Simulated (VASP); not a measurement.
These are MS2 meta-GGA, VASP's PBE PAW potentials (set 64) (plane waves; VASP) values and carry that method's errors.

A VASP calculation is set up with these files.

### POSCAR
```
WS2
1
    1.5829859080    -2.7418119981     0.0000000000
    1.5829859080     2.7418119981     0.0000000000
    0.0000000000     0.0000000000    13.4030167631
W S
2 4
Direct
  0.3333330000   0.6666670000   0.2500000000
  0.6666670000   0.3333330000   0.7500000000
  0.3333330000   0.6666670000   0.8667021696
  0.6666670000   0.3333330000   0.3667021696
  0.6666670000   0.3333330000   0.1332978304
  0.3333330000   0.6666670000   0.6332978304
```

INCAR:
```
SYSTEM = WS2
PREC = Accurate; ENCUT = 520; LREAL = .FALSE.
LASPH = .TRUE.
EDIFF = 1E-7; NELM = 100; ALGO = Normal
LMAXMIX = 6; LMIXTAU = .TRUE.
ISMEAR = -5
METAGGA = MS2
ISIF = 2
LWAVE = .FALSE.; LCHARG = .FALSE.; LORBIT = 11
NEDOS = 601
LEFG = .TRUE.
```

### KPOINTS_OPT
```
k-points along high-symmetry lines
6
Line-mode
Reciprocal
  0.000000   0.000000   0.000000 ! GAMMA
  0.000000   0.500000   0.000000 ! M

  0.000000   0.500000   0.000000 ! M
 -0.333333   0.666667   0.000000 ! K

 -0.333333   0.666667   0.000000 ! K
  0.000000   0.000000   0.000000 ! GAMMA

  0.000000   0.000000   0.000000 ! GAMMA
  0.000000   0.000000   0.500000 ! A

  0.000000   0.000000   0.500000 ! A
  0.000000   0.500000   0.500000 ! L

  0.000000   0.500000   0.500000 ! L
 -0.333333   0.666667   0.500000 ! H

 -0.333333   0.666667   0.500000 ! H
  0.000000   0.000000   0.500000 ! A

  0.000000   0.500000   0.500000 ! L
  0.000000   0.500000   0.000000 ! M

 -0.333333   0.666667   0.500000 ! H
 -0.333333   0.666667   0.000000 ! K
```

KPOINTS:
```
Automatic mesh
0
Gamma
9 9 2
0 0 0
```

POTCAR, in this order: W_sv S (PBE.64 set). Program: vasp_std.

The run wrote:

File OUTCAR:
```
 ion  position               nearest neighbor table
   1  0.333  0.667  0.250-   4 2.41   5 2.41   4 2.41   5 2.41   4 2.41   5 2.41
   2  0.667  0.333  0.750-   3 2.41   6 2.41   3 2.41   6 2.41   3 2.41   6 2.41
   3  0.333  0.667  0.867-   2 2.41   2 2.41   2 2.41
   4  0.667  0.333  0.367-   1 2.41   1 2.41   1 2.41
   5  0.667  0.333  0.133-   1 2.41   1 2.41   1 2.41
   6  0.333  0.667  0.633-   2 2.41   2 2.41   2 2.41
  LATTYP: Found a hexagonal cell.
 ALAT       =     3.1659717968
 C/A-ratio  =     4.2334605687
 Subroutine PRICEL returns:
 Original cell was already a primitive cell.
 Subroutine GETGRP returns: Found 24 space group operations
The static configuration has the point symmetry D_3d.
 The point group associated with its full space group is D_6h.
The dynamic configuration has the point symmetry D_3d.
 Subroutine INISYM returns: Found 24 space group operations
 Subroutine IBZKPT returns following result:
 Found     24 irreducible k-points:

 Following reciprocal coordinates:
            Coordinates               Weight
  0.000000  0.000000  0.000000      1.000000
  0.111111  0.000000  0.000000      6.000000
  0.222222  0.000000  0.000000      6.000000
...
```

**OSZICAR**
```
       N       E                     dE             d eps       ncg     rms          rms(c)
DAV:   1     0.458169195187E+03    0.45817E+03   -0.27078E+04  1688   0.155E+03
DAV:   2    -0.600521713454E+02   -0.51822E+03   -0.50876E+03  1756   0.424E+02
DAV:   3    -0.910140704275E+02   -0.30962E+02   -0.30725E+02  1857   0.978E+01
DAV:   4    -0.917775971686E+02   -0.76353E+00   -0.76036E+00  1836   0.159E+01
DAV:   5    -0.918009321520E+02   -0.23335E-01   -0.23318E-01  1884   0.266E+00    0.688E+01
DAV:   6    -0.583426523358E+02    0.33458E+02   -0.37347E+01  1488   0.598E+01    0.124E+01
DAV:   7    -0.374149368919E+02    0.20928E+02   -0.19565E+01  1516   0.286E+01    0.884E+00
DAV:   8    -0.448860249778E+02   -0.74711E+01   -0.89293E+00  1502   0.242E+01    0.638E+00
DAV:   9    -0.335776719457E+02    0.11308E+02   -0.88378E+00  1523   0.195E+01    0.315E+00
DAV:  10    -0.320474417753E+02    0.15302E+01   -0.15377E+00  1705   0.111E+01    0.178E+00
DAV:  11    -0.325153945597E+02   -0.46795E+00   -0.10630E+00  1586   0.958E+00    0.145E+00
DAV:  12    -0.328198995698E+02   -0.30451E+00   -0.14589E-01  1747   0.339E+00    0.125E+00
DAV:  13    -0.320923308152E+02    0.72757E+00   -0.10147E+00  1593   0.750E+00    0.897E-01
DAV:  14    -0.320854106628E+02    0.69202E-02   -0.26479E-02  1870   0.105E+00    0.836E-01
DAV:  15    -0.320856443100E+02   -0.23365E-03   -0.36688E-03  2024   0.301E-01    0.892E-01
DAV:  16    -0.320926296922E+02   -0.69854E-02   -0.27762E-02  1714   0.136E+00    0.473E-01
DAV:  17    -0.320760794101E+02    0.16550E-01   -0.31228E-02  1692   0.114E+00    0.485E-01
DAV:  18    -0.320914687174E+02   -0.15389E-01   -0.16465E-02  1621   0.111E+00    0.167E-01
DAV:  19    -0.320914958391E+02   -0.27122E-04   -0.63601E-04  1881   0.168E-01    0.179E-01
DAV:  20    -0.320912497617E+02    0.24608E-03   -0.77650E-05  1794   0.559E-02    0.142E-01
DAV:  21    -0.320915854837E+02   -0.33572E-03   -0.18016E-03  1572   0.296E-01    0.129E-01
DAV:  22    -0.320915880832E+02   -0.25995E-05   -0.15885E-04  1754   0.850E-02    0.598E-02
DAV:  23    -0.320916011170E+02   -0.13034E-04   -0.50558E-05  1698   0.562E-02    0.493E-02
DAV:  24    -0.320915899186E+02    0.11198E-04   -0.32424E-05  1802   0.389E-02    0.313E-02
DAV:  25    -0.320916021066E+02   -0.12188E-04   -0.12003E-05  1464   0.275E-02    0.175E-02
DAV:  26    -0.320916032275E+02   -0.11209E-05   -0.32337E-06  1817   0.153E-02    0.127E-02
DAV:  27    -0.320916027504E+02    0.47706E-06   -0.60808E-07  1520   0.660E-03    0.643E-03
DAV:  28    -0.320916029923E+02   -0.24191E-06   -0.20589E-07  1236   0.371E-03    0.258E-03
DAV:  29    -0.320916028926E+02    0.99703E-07   -0.70321E-08  1115   0.189E-03
   1 F= -.32091603E+02 E0= -.32091603E+02  d E =0.000000E+00
       N       E                     dE             ncg
       N       E                     dE             ncg
       N       E                     dE             ncg
```

File OUTCAR:
```
------------------------ aborting loop because EDIFF is reached ----------------------------------------
  FORCE on cell =-STRESS in cart. coord.  units (eV):
  Direction    XX          YY          ZZ          XY          YZ          ZX
  --------------------------------------------------------------------------------------
  Total        0.0183909      0.0183909      0.0541313      0.0000000      0.0000000      0.0000000
  in kB        0.2532592      0.2532592      0.7454381      0.0000000      0.0000000      0.0000000
  external PRESSURE =       0.4173188 kB  Pullay stress =       0.0000000 kB
  volume of cell :      116.34
      direct lattice vectors                 reciprocal lattice vectors
     1.582985908 -2.741811998  0.000000000     0.315858781 -0.182361154  0.000000000
     1.582985908  2.741811998  0.000000000     0.315858781  0.182361154  0.000000000
     0.000000000  0.000000000 13.403016763     0.000000000  0.000000000  0.074610069
 POSITION                                       TOTAL-FORCE (eV/Angst)
 -----------------------------------------------------------------------------------
      1.58299      0.91394      3.35075         0.000000      0.000000      0.000000
      1.58299     -0.91394     10.05226        -0.000000     -0.000000      0.000000
      1.58299      0.91394     11.61642        -0.000000      0.000000      0.006786
      1.58299     -0.91394      4.91492         0.000000     -0.000000      0.006786
      1.58299     -0.91394      1.78659        -0.000000     -0.000000     -0.006786
      1.58299      0.91394      8.48810         0.000000      0.000000     -0.006786
 -----------------------------------------------------------------------------------
    total drift:                                0.000153      0.001169     -0.000036
  FREE ENERGIE OF THE ION-ELECTRON SYSTEM (eV)
  ---------------------------------------------------
  free  energy   TOTEN  =       -32.0916028926 eV

  energy  without entropy=      -32.0916028926  energy(sigma->0) =      -32.09160289

 total charge

# of ion       s       p       d       tot
------------------------------------------
    1        2.331   6.341   3.347  12.019
    2        2.331   6.341   3.347  12.019
    3        1.352   2.382   0.000   3.734
    4        1.352   2.382   0.000   3.734
    5        1.352   2.382   0.000   3.734
    6        1.352   2.382   0.000   3.734
--------------------------------------------------
tot         10.069  22.210   6.695  38.974

 Electric field gradients after diagonalization (V/A^2)
 (convention: |V_zz| > |V_xx| > |V_yy|)
----------------------------------------------------------------------
 ion       V_xx      V_yy      V_zz     asymmetry (V_yy - V_xx)/ V_zz
----------------------------------------------------------------------
   1      90.680    90.680  -181.360       0.000
   2      90.680    90.680  -181.360       0.000
   3      24.195    24.194   -48.388       0.000
   4      24.195    24.194   -48.388       0.000
   5      24.195    24.194   -48.388       0.000
   6      24.195    24.194   -48.388       0.000
```
(Selected blocks of OUTCAR.)

The compound is WS2 in the 2H layered structure. It was relaxed first, which changed the volume by +10 %.
